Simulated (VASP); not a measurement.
Output of a VASP run:

**OSZICAR**
```
       N       E                     dE             d eps       ncg     rms          rms(c)
DAV:   1     0.239640894384E+03    0.23964E+03   -0.20466E+04   648   0.136E+03
DAV:   2    -0.330192222842E+02   -0.27266E+03   -0.26287E+03   711   0.314E+02
DAV:   3    -0.436012237931E+02   -0.10582E+02   -0.10280E+02   768   0.614E+01
DAV:   4    -0.437892127898E+02   -0.18799E+00   -0.18658E+00   740   0.822E+00
DAV:   5    -0.437940750450E+02   -0.48623E-02   -0.48588E-02   777   0.121E+00    0.255E+01
DAV:   6    -0.399512948909E+02    0.38428E+01   -0.27339E+01   721   0.369E+01    0.752E+00
DAV:   7    -0.396641422200E+02    0.28715E+00   -0.20579E+00   687   0.121E+01    0.541E+00
DAV:   8    -0.396187276677E+02    0.45415E-01   -0.80743E-02   719   0.172E+00    0.952E-01
DAV:   9    -0.396122843876E+02    0.64433E-02   -0.24055E-02   763   0.111E+00    0.120E-01
DAV:  10    -0.396123601419E+02   -0.75754E-04   -0.93877E-04   720   0.195E-01    0.398E-02
DAV:  11    -0.396123520431E+02    0.80988E-05   -0.18862E-05   728   0.298E-02    0.857E-03
DAV:  12    -0.396123509685E+02    0.10746E-05   -0.60135E-06   682   0.143E-02    0.384E-03
DAV:  13    -0.396123509417E+02    0.26751E-07   -0.41389E-07   381   0.490E-03
   1 F= -.39612351E+02 E0= -.39601767E+02  d E =-.211680E-01
```

**OUTCAR**
```
------------------------ aborting loop because EDIFF is reached ----------------------------------------
  FORCE on cell =-STRESS in cart. coord.  units (eV):
  Direction    XX          YY          ZZ          XY          YZ          ZX
  --------------------------------------------------------------------------------------
  Total        0.5337010     -1.3618373     -0.6439485     -0.0000000      0.0000000      0.0000000
  in kB       11.4312254    -29.1688956    -13.7925927     -0.0000000      0.0000000      0.0000000
  external PRESSURE =     -10.5100876 kB  Pullay stress =       0.0000000 kB
  volume of cell :       74.80
      direct lattice vectors                 reciprocal lattice vectors
     4.691800000  0.000000000  0.000000000     0.213137815  0.000000000  0.000000000
     0.000000000  5.127100000  0.000000000     0.000000000  0.195042032  0.000000000
     0.000000000  0.000000000  3.109600000     0.000000000  0.000000000  0.321584770
 POSITION                                       TOTAL-FORCE (eV/Angst)
 -----------------------------------------------------------------------------------
      1.17295      1.76829      0.00000         0.054822     -0.118708      0.000000
      3.51885      3.35881      0.00000        -0.054822      0.118708     -0.000000
      3.51885      0.79526      1.55480         0.054822      0.118708      0.000000
      1.17295      4.33184      1.55480        -0.054822     -0.118708     -0.000000
      0.00000      0.00000      0.00000         0.000000      0.000000      0.000000
      2.34590      2.56355      1.55480         0.000000      0.000000      0.000000
 -----------------------------------------------------------------------------------
    total drift:                               -0.000000      0.000000      0.000000
  FREE ENERGIE OF THE ION-ELECTRON SYSTEM (eV)
  ---------------------------------------------------
  free  energy   TOTEN  =       -39.6123509417 eV

  energy  without entropy=      -39.5911829203  energy(sigma->0) =      -39.60176693
```
(Selected blocks of OUTCAR.)

### POSCAR
```
BPd2
1
    4.6918000000     0.0000000000     0.0000000000
    0.0000000000     5.1271000000     0.0000000000
    0.0000000000     0.0000000000     3.1096000000
Pd B
4 2
Direct
  0.2500000000   0.3448900000   0.0000000000
  0.7500000000   0.6551100000   0.0000000000
  0.7500000000   0.1551100000   0.5000000000
  0.2500000000   0.8448900000   0.5000000000
  0.0000000000   0.0000000000   0.0000000000
  0.5000000000   0.5000000000   0.5000000000
```

Question: Write an INCAR and KPOINTS that could have produced this output.

Answer: Several could match; the one computed here: the input of the run itself, PBEsol GGA, plane waves, VASP's PBE PAW potentials (set 64).

**KPOINTS**
```
Automatic mesh
0
Gamma
3 3 4
0 0 0
```

### INCAR
```
SYSTEM = BPd2
PREC = Accurate
ENCUT = 400
EDIFF = 1E-6
NELM = 100
ALGO = Normal
LREAL = .FALSE.
LASPH = .TRUE.
ISMEAR = -1
SIGMA = 0.05
GGA = PS
LMAXMIX = 4
LWAVE = .FALSE.
LCHARG = .FALSE.
ISIF = 2
```

POTCAR, in this order: Pd B (PBE.64 set). Program: vasp_std.

At this cut-off the stress carries a Pulay error, which pulls relaxed volumes low.

The structure comes from a measured BPd2 entry of the Crystallography Open Database, whose conditions weren't checked. The cell was not relaxed at this level. The k-mesh is coarse (spacing up to 0.51 per Å, 2π included), so the numbers may not be converged in it. The run is one of a series of settings (KPOINTS 3×3×4 Γ-centred mesh against the base run), some of them coarse on purpose.
